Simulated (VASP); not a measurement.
# Bi2Se3 (Paraguanajuatite): input slips in a phonon run and what they do, part 2 of 2

Some phonon runs on Bi2Se3 (Paraguanajuatite) get a fault in the input on purpose. Which of them show, and how? The starting structure is a measured crystal structure from the Crystallography Open Database.

VASP 6.6.1.

Results so far: reference A1g (2) 180.6 cm⁻¹.

## 3. Modes with low precision and real-space projectors

Level of this step: LDA; plane waves and PAW (Bi_d, Se) (VASP).

A slip made on purpose: low precision and real-space projectors. Against step 2 the input has PREC = Low and LREAL = Auto (also changed: NELM).

Input file INCAR:

```
SYSTEM = Bi2Se3
PREC = Low
ENCUT = 450
EDIFF = 1E-08
NELM = 60
ISMEAR = 0
SIGMA = 0.03
LREAL = Auto
ALGO = Normal
GGA = CA
NBANDS = 30
LORBIT = 11
LWAVE = .FALSE.
LCHARG = .FALSE.
KPAR = 16
IBRION = 6
NFREE = 2
POTIM = 0.015
NSW = 1
ISIF = 2
```

Input file POSCAR:

```
Bi2Se3
1.0
   -4.1079494959      0.0000000000      0.0000000000
    2.0539747480     -3.5575886209      0.0000000000
    2.0539747480      1.1858628736      9.2937016610
Bi Se
2 3
Direct
    0.1973395392      0.5986697696      0.7960093089
    0.8026604608      0.4013302304      0.2039906911
    0.5818467703      0.7909233852      0.3727701556
    0.4181532297      0.2090766148      0.6272298444
    0.0000000000      0.0000000000      0.0000000000
```

Input file KPOINTS:

```
Automatic mesh
0
Gamma
6 6 6
0 0 0
```

The projector-augmented-wave data sets are Bi_d and Se (LDA family, release 64).

Command:

```bash
> mpirun -np 16 vasp_std
```

The log of the run:

```text
[banner, memory and clock lines left out]
running   16 mpi-ranks, on    1 nodes
[...]
[... a notice as in an earlier step ...]

|                                                                             |
|               ----> ADVICE to this user running VASP <----                  |
|                                                                             |
|     You have a (more or less) 'small supercell' and for smaller cells       |
|     it is recommended to use the reciprocal-space projection scheme!        |
|     The real-space optimization is not efficient for small cells and it     |
|     is also less accurate ...                                               |
|     Therefore, set LREAL=.FALSE. in the INCAR file.                         |
|                                                                             |

 LDA part: xc-table for (Slater(with rela. corr.)+CA(PZ))
 , standard interpolation
 POSCAR, INCAR and KPOINTS ok, starting setup
[...]
entering main loop
[...]
DAV:   4    -0.242240929460E+02   -0.21659E+01   -0.21398E+01  2210   0.318E+01
[...]
DAV:  13    -0.235659794868E+02    0.22401E-06   -0.37319E-06  2340   0.153E-02    0.306E-03
DAV:  14    -0.235659794544E+02    0.32316E-07   -0.44772E-07  2014   0.360E-03    0.107E-03
DAV:  15    -0.235659794517E+02    0.27831E-08   -0.41451E-08  1902   0.151E-03
   1 F= -.23565979E+02 E0= -.23565923E+02  d E =-.112682E-03
[... from here on, the cycles between the ionic steps are left out ...]
   2 F= -.23565068E+02 E0= -.23565011E+02  d E =-.113111E-03
   3 F= -.23565038E+02 E0= -.23564982E+02  d E =-.113090E-03
   4 F= -.23565756E+02 E0= -.23565719E+02  d E =-.735619E-04
   5 F= -.23560111E+02 E0= -.23560067E+02  d E =-.877611E-04
   6 F= -.23567548E+02 E0= -.23567492E+02  d E =-.112620E-03
   7 F= -.23564795E+02 E0= -.23564739E+02  d E =-.112590E-03
   8 F= -.23562424E+02 E0= -.23562379E+02  d E =-.894812E-04
   9 F= -.23569362E+02 E0= -.23569312E+02  d E =-.992462E-04
  10 F= -.23566770E+02 E0= -.23566714E+02  d E =-.112826E-03
  11 F= -.23566770E+02 E0= -.23566714E+02  d E =-.112826E-03
  12 F= -.23566747E+02 E0= -.23566695E+02  d E =-.103913E-03
  13 F= -.23566747E+02 E0= -.23566695E+02  d E =-.103916E-03
 Finite differences progress:
  Degree of freedom:   6/  6
  Displacement:        2/  2
  Total:              12/ 12
```

Elapsed: 47 s, on 16 MPI ranks of Intel Xeon 6975P-C (Granite Rapids), shared host; peak memory 7.9 GiB; 11 min of CPU time.

OUTCAR, selected parts (step 3):

```text
  Total       -0.0140594     -0.0140594     -0.0854260      0.0000000      0.0000000     -0.0000000
  in kB       -0.1658473     -0.1658473     -1.0076996      0.0000000      0.0000000     -0.0000000
  external PRESSURE =      -0.4464647 kB  Pullay stress =       0.0000000 kB

 POSITION                                       TOTAL-FORCE (eV/Angst)
 -----------------------------------------------------------------------------------
      2.05397     -1.18586      7.39787         0.000000     -0.000000      0.067804
     -2.05397     -1.18586      1.89583        -0.000000      0.000000     -0.096454
      0.00000     -2.37173      3.46441        -0.000000      0.000000     -0.231983
     -0.00000     -0.00000      5.82929         0.000000     -0.000000      0.220836
      0.00000      0.00000     -0.01500         0.000000     -0.000000      0.039797
 -----------------------------------------------------------------------------------
    total drift:                                0.000044      0.000034     -0.047715

  FREE ENERGIE OF THE ION-ELECTRON SYSTEM (eV)
  ---------------------------------------------------
  free  energy   TOTEN  =       -23.5667472577 eV

  energy  without entropy=      -23.5666433422  energy(sigma->0) =      -23.56669530

[... 2 parts as in an earlier step ...]

[... 1 further part left out ...]
[key lines of the parts left out:]
E-fermi :   5.4571
```

Three frequencies should lie near zero, those of the translations, and here fewer than three do (the smallest in size are -55.9, -70.2 and -70.2 cm⁻¹), so no mode of this run is used. As printed, the frequencies run from -103.9 to 214.6 cm⁻¹, imaginary ones as negative numbers.

The last energy, forces and stress in OUTCAR belong to the last displaced cell, not to that of POSCAR.

## 4. Modes with one-sided displacements

A slip made on purpose: one-sided displacements. Against step 2 the input has NFREE = 1 (also changed: NELM).

Input file INCAR:

```
SYSTEM = Bi2Se3
PREC = Accurate
ENCUT = 450
EDIFF = 1E-08
NELM = 60
ISMEAR = 0
SIGMA = 0.03
LREAL = .FALSE.
ALGO = Normal
GGA = CA
NBANDS = 30
LORBIT = 11
LWAVE = .FALSE.
LCHARG = .FALSE.
KPAR = 16
IBRION = 6
NFREE = 1
POTIM = 0.015
NSW = 1
ISIF = 2
```

POSCAR is that of step 3.

KPOINTS is that of step 3.

Command:

```bash
> mpirun -np 16 vasp_std
```

The log of the run:

```text
[banner, memory and clock lines left out]
running   16 mpi-ranks, on    1 nodes
[...]
[... a notice as in an earlier step ...]

 LDA part: xc-table for (Slater(with rela. corr.)+CA(PZ))
 , standard interpolation
 POSCAR, INCAR and KPOINTS ok, starting setup
[...]
entering main loop
       N       E                     dE             d eps       ncg     rms          rms(c)
[... 15 cycles as in an earlier step ...]
   1 F= -.23433615E+02 E0= -.23433560E+02  d E =-.110663E-03
[... from here on, the cycles between the ionic steps are left out ...]
   2 F= -.23433275E+02 E0= -.23433220E+02  d E =-.111080E-03
   3 F= -.23432658E+02 E0= -.23432622E+02  d E =-.723651E-04
   4 F= -.23433146E+02 E0= -.23433091E+02  d E =-.110592E-03
   5 F= -.23432912E+02 E0= -.23432868E+02  d E =-.878698E-04
   6 F= -.23433246E+02 E0= -.23433190E+02  d E =-.110767E-03
   7 F= -.23433030E+02 E0= -.23432979E+02  d E =-.102099E-03
 Finite differences progress:
  Degree of freedom:   6/  6
  Displacement:        1/  1
  Total:               6/  6
```

Wall time 59 s (16 MPI ranks); peak memory 8.5 GiB.

From OUTCAR (step 4):

```text
  Total       -0.0015444     -0.0015444     -0.0027573      0.0000000      0.0000000     -0.0000000
  in kB       -0.0182176     -0.0182176     -0.0325261      0.0000000      0.0000000     -0.0000000
  external PRESSURE =      -0.0229871 kB  Pullay stress =       0.0000000 kB

 POSITION                                       TOTAL-FORCE (eV/Angst)
 -----------------------------------------------------------------------------------
      2.05397     -1.18586      7.39787         0.000000     -0.000000      0.023475
     -2.05397     -1.18586      1.89583         0.000000     -0.000000      0.024255
      0.00000     -2.37173      3.46441         0.000000     -0.000000      0.015884
     -0.00000     -0.00000      5.82929         0.000000     -0.000000      0.014485
     -0.00000      0.00000      0.01500        -0.000000      0.000000     -0.078098
 -----------------------------------------------------------------------------------
    total drift:                               -0.000024      0.000001      0.000074

  FREE ENERGIE OF THE ION-ELECTRON SYSTEM (eV)
  ---------------------------------------------------
  free  energy   TOTEN  =       -23.4330295523 eV

  energy  without entropy=      -23.4329274530  energy(sigma->0) =      -23.43297850

[... 2 parts as in an earlier step ...]

[... 1 further part left out ...]
[key lines of the parts left out:]
E-fermi :   5.4594
```

With one-sided displacements the modes are at the top A1g (2) 180.5, A2u (2) 159.6 cm⁻¹, at the bottom A1g (1) 75.6, Eg (1) 43.8 cm⁻¹, with 4 more of the listed ones between; the largest shift is -0.4 cm⁻¹, in Eg (2), from the reference.

## 5. Modes with a k mesh far too coarse

A slip made on purpose: a k mesh far too coarse. Against step 2 the input has a 1×1×1 mesh (also changed: NELM and KPAR).

Edit INCAR of step 4 so:

```diff
@@ -14,5 +14,4 @@
 LCHARG = .FALSE.
-KPAR = 16
 IBRION = 6
-NFREE = 1
+NFREE = 2
 POTIM = 0.015
```

POSCAR is that of step 4.

Input file KPOINTS:

```
Automatic mesh
0
Gamma
1 1 1
0 0 0
```

Command:

```bash
> mpirun -np 16 vasp_std
```

The log of the run:

```text
[banner, memory and clock lines left out]
running   16 mpi-ranks, on    1 nodes
[...]
[... a notice as in an earlier step ...]

 LDA part: xc-table for (Slater(with rela. corr.)+CA(PZ))
 , standard interpolation
|                                                                             |
|           W    W    AA    RRRRR   N    N  II  N    N   GGGG   !!!           |
|           W    W   A  A   R    R  NN   N  II  NN   N  G    G  !!!           |
|           W    W  A    A  R    R  N N  N  II  N N  N  G       !!!           |
|           W WW W  AAAAAA  RRRRR   N  N N  II  N  N N  G  GGG   !            |
|           WW  WW  A    A  R   R   N   NN  II  N   NN  G    G                |
|           W    W  A    A  R    R  N    N  II  N    N   GGGG   !!!           |
|                                                                             |
|     The number of bands has been changed from the values supplied in        |
|     The orbitals not found in the WAVECAR file will be initialized with     |
[...]
DAV:   4    -0.714877148473E+01   -0.10218E+01   -0.10214E+01    80   0.223E+01
[...]
DAV:  18    -0.370514338318E+01   -0.12789E-06   -0.73190E-08    96   0.133E-03    0.197E-02
DAV:  19    -0.370514226054E+01    0.11226E-05   -0.44489E-07    96   0.213E-03    0.197E-03
DAV:  20    -0.370514226376E+01   -0.32160E-08   -0.30168E-08    64   0.756E-04
   1 F= -.37051423E+01 E0= -.36895789E+01  d E =-.311266E-01
[... from here on, the cycles between the ionic steps are left out ...]
   2 F= -.37051802E+01 E0= -.36896082E+01  d E =-.311440E-01
   3 F= -.37051799E+01 E0= -.36896079E+01  d E =-.311440E-01
   4 F= -.36920465E+01 E0= -.36765397E+01  d E =-.310137E-01
   5 F= -.37194327E+01 E0= -.37039165E+01  d E =-.310324E-01
   6 F= -.37047233E+01 E0= -.36891573E+01  d E =-.311320E-01
   7 F= -.37047230E+01 E0= -.36891564E+01  d E =-.311333E-01
   8 F= -.36833707E+01 E0= -.36678660E+01  d E =-.310095E-01
   9 F= -.37274332E+01 E0= -.37118543E+01  d E =-.311578E-01
  10 F= -.37055601E+01 E0= -.36899917E+01  d E =-.311368E-01
  11 F= -.37055601E+01 E0= -.36899903E+01  d E =-.311395E-01
  12 F= -.37054163E+01 E0= -.36898602E+01  d E =-.311122E-01
  13 F= -.37054163E+01 E0= -.36898603E+01  d E =-.311120E-01
 Finite differences progress:
  Degree of freedom:   6/  6
  Displacement:        2/  2
  Total:              12/ 12
```

Run time: 5 s. Hardware: 16 MPI ranks; peak memory 2.3 GiB; 63 s of CPU time.

OUTCAR, selected parts (step 5):

```text
  Total       41.1635560     41.1635560     -4.9473146     -0.0000000      0.0000000     -0.0000000
  in kB      485.5723146    485.5723146    -58.3593649     -0.0000000      0.0000000     -0.0000000
  external PRESSURE =     304.2617548 kB  Pullay stress =       0.0000000 kB

 POSITION                                       TOTAL-FORCE (eV/Angst)
 -----------------------------------------------------------------------------------
      2.05397     -1.18586      7.39787        -0.000000      0.000000     -0.839851
     -2.05397     -1.18586      1.89583         0.000000     -0.000000      0.984340
      0.00000     -2.37173      3.46441        -0.000000      0.000000     -1.521333
     -0.00000     -0.00000      5.82929         0.000000     -0.000000      1.413558
      0.00000      0.00000     -0.01500        -0.000000      0.000000     -0.036714
 -----------------------------------------------------------------------------------
    total drift:                               -0.000001     -0.000001     -0.000334

  FREE ENERGIE OF THE ION-ELECTRON SYSTEM (eV)
  ---------------------------------------------------
  free  energy   TOTEN  =        -3.7054162752 eV

  energy  without entropy=       -3.6743043112  energy(sigma->0) =       -3.68986029

[... 1 part as in an earlier step ...]

[... 2 further parts left out ...]
[key lines of the parts left out:]
E-fermi :   5.7710
```

With a k mesh far too coarse the modes are at the top Eu (2) 151.9, Eg (2) 126.9 cm⁻¹, at the bottom Eu (1) -163.9, A2u (1) -230.2 cm⁻¹, with 4 more of the listed ones between; A2u (1), real with the reference, turns imaginary. Imaginary, given as negative numbers: A2u (1), Eu (1), A1g (1) and Eg (1).

## 6. Modes with a loose electronic threshold

A slip made on purpose: a loose electronic threshold. Against step 2 the input has EDIFF = 1E-04 (also changed: NELM).

Edit INCAR of step 5 so:

```diff
@@ -3,3 +3,3 @@
 ENCUT = 450
-EDIFF = 1E-08
+EDIFF = 1E-04
 NELM = 60
@@ -14,2 +14,3 @@
 LCHARG = .FALSE.
+KPAR = 16
 IBRION = 6
```

POSCAR is that of step 5.

Input file KPOINTS:

```
Automatic mesh
0
Gamma
6 6 6
0 0 0
```

Command:

```bash
> mpirun -np 16 vasp_std
```

The log of the run:

```text
[... set-up lines as in an earlier step ...]
 entering main loop
       N       E                     dE             d eps       ncg     rms          rms(c)
[... 8 cycles as in an earlier step ...]
DAV:   9    -0.234335751076E+02    0.13302E-02   -0.27353E-03  2380   0.453E-01    0.119E-01
DAV:  10    -0.234336028381E+02   -0.27731E-04   -0.14508E-03  1874   0.194E-01    0.469E-02
DAV:  11    -0.234336091156E+02   -0.62775E-05   -0.15167E-04  1540   0.825E-02
   1 F= -.23433609E+02 E0= -.23433553E+02  d E =-.111258E-03
[... from here on, the cycles between the ionic steps are left out ...]
   2 F= -.23433282E+02 E0= -.23433226E+02  d E =-.111305E-03
   3 F= -.23433289E+02 E0= -.23433233E+02  d E =-.111612E-03
   4 F= -.23432684E+02 E0= -.23432648E+02  d E =-.731709E-04
   5 F= -.23432677E+02 E0= -.23432634E+02  d E =-.861632E-04
   6 F= -.23433176E+02 E0= -.23433121E+02  d E =-.110294E-03
   7 F= -.23433159E+02 E0= -.23433104E+02  d E =-.110591E-03
   8 F= -.23433033E+02 E0= -.23432989E+02  d E =-.865140E-04
   9 F= -.23432945E+02 E0= -.23432897E+02  d E =-.959907E-04
  10 F= -.23433269E+02 E0= -.23433213E+02  d E =-.110311E-03
  11 F= -.23433267E+02 E0= -.23433212E+02  d E =-.110935E-03
  12 F= -.23433046E+02 E0= -.23432995E+02  d E =-.101513E-03
  13 F= -.23433032E+02 E0= -.23432981E+02  d E =-.101665E-03
 Finite differences progress:
  Degree of freedom:   6/  6
  Displacement:        2/  2
  Total:              12/ 12
```

Wall time 47 s (16 MPI ranks); peak memory 10 GiB; 11 min of CPU time.

From OUTCAR (step 6):

```text
  Total       -0.0010831     -0.0010831     -0.0005285      0.0000000      0.0000000     -0.0000000
  in kB       -0.0127767     -0.0127767     -0.0062346      0.0000000      0.0000000     -0.0000000
  external PRESSURE =      -0.0105960 kB  Pullay stress =       0.0000000 kB

 POSITION                                       TOTAL-FORCE (eV/Angst)
 -----------------------------------------------------------------------------------
      2.05397     -1.18586      7.39787        -0.000000      0.000000     -0.023902
     -2.05397     -1.18586      1.89583        -0.000000      0.000000     -0.023260
      0.00000     -2.37173      3.46441        -0.000000      0.000000     -0.014783
     -0.00000     -0.00000      5.82929        -0.000000      0.000000     -0.016300
      0.00000      0.00000     -0.01500         0.000000     -0.000000      0.078245
 -----------------------------------------------------------------------------------
    total drift:                               -0.008638      0.000000     -0.008762

  FREE ENERGIE OF THE ION-ELECTRON SYSTEM (eV)
  ---------------------------------------------------
  free  energy   TOTEN  =       -23.4330317774 eV

  energy  without entropy=      -23.4329301129  energy(sigma->0) =      -23.43298095

[... 2 parts as in an earlier step ...]

[... 1 further part left out ...]
[key lines of the parts left out:]
E-fermi :   5.4593
```

With a loose electronic threshold the modes are at the top A1g (2) 182.0, A2u (2) 160.5 cm⁻¹, at the bottom A1g (1) 81.3, Eg (1) 56.0 cm⁻¹, with 4 more of the listed ones between; the largest shift is +12.2 cm⁻¹, in Eg (1), from the reference.

## 7. Comparison

```csv
run,ended,A1g (2),A2u (2),Eg (2),A2u (1),Eu (2),Eu (1),A1g (1),Eg (1),"imaginary modes, each partner counted",core minutes
reference,converged,180.6,159.6,142.1,140.6,134.7,87.3,75.3,43.8,0,29.6
low precision and real-space projectors,"finished, not usable",-,-,-,-,-,-,-,-,-,12.5
one-sided displacements,converged,180.5,159.6,141.7,140.8,134.5,87.2,75.6,43.8,0,15.7
a k mesh far too coarse,converged,107.0,59.4,126.9,-230.2,151.9,-163.9,-21.0,-17.4,6,1.33
a loose electronic threshold,converged,182.0,160.5,143.7,143.1,136.0,92.9,81.3,56.0,0,12.5
```

Modes are in cm⁻¹, degenerate ones as one, matched between runs by symmetry and order. A number in brackets counts the listed modes of one symmetry from the lowest. The symmetry labels come from an automatic analysis and can be wrong where levels nearly coincide. Core minutes are wall time times ranks of the run shown, on a shared host.

## 8. Summary of results

```
A1g (2), reference                               : 180.6 cm⁻¹
Eg (1), reference                                : 43.8 cm⁻¹
A1g (2), one-sided displacements                 : 180.5 cm⁻¹
Eg (1), one-sided displacements                  : 43.8 cm⁻¹
A1g (2), a k mesh far too coarse                 : 107.0 cm⁻¹
Eg (1), a k mesh far too coarse                  : -17.4 cm⁻¹
A1g (2), a loose electronic threshold            : 182.0 cm⁻¹
Eg (1), a loose electronic threshold             : 56.0 cm⁻¹
run with low precision and real-space projectors : finished, not usable
```

What this shows: Finished, but so rough that the translations don't all come out near zero: low precision and real-space projectors. Finished, but with signs in the output that stand out against the reference: a k mesh far too coarse, with A2u (1) turned imaginary, like 3 more of the compared levels (signs: a pressure of 30.4 GPa on the undisplaced cell, forces of up to 1.47 eV/Å on the undisplaced atoms and imaginary modes); a loose electronic threshold, with modes off by up to +12 cm⁻¹, in Eg (1) (signs: a translation at -5 cm⁻¹ instead of zero). Little came of one-sided displacements in this material. The frequencies are harmonic, and the splitting of polar modes by their long-range field is left out. Further runs on this material are not shown.

[Lines on the potential files, build, host, timing and source positions are cut from VASP's logs without a mark.]

[Logs are printed without paths, hosts, clocks, repeated set-up lines and the standing remarks that a program may print on its own settings, such as how far it seeks lower states.]

[Hosts, paths, dates, database ids (printed as entryN), source tags and the programs' standing remarks are cut or masked in the printed files.]
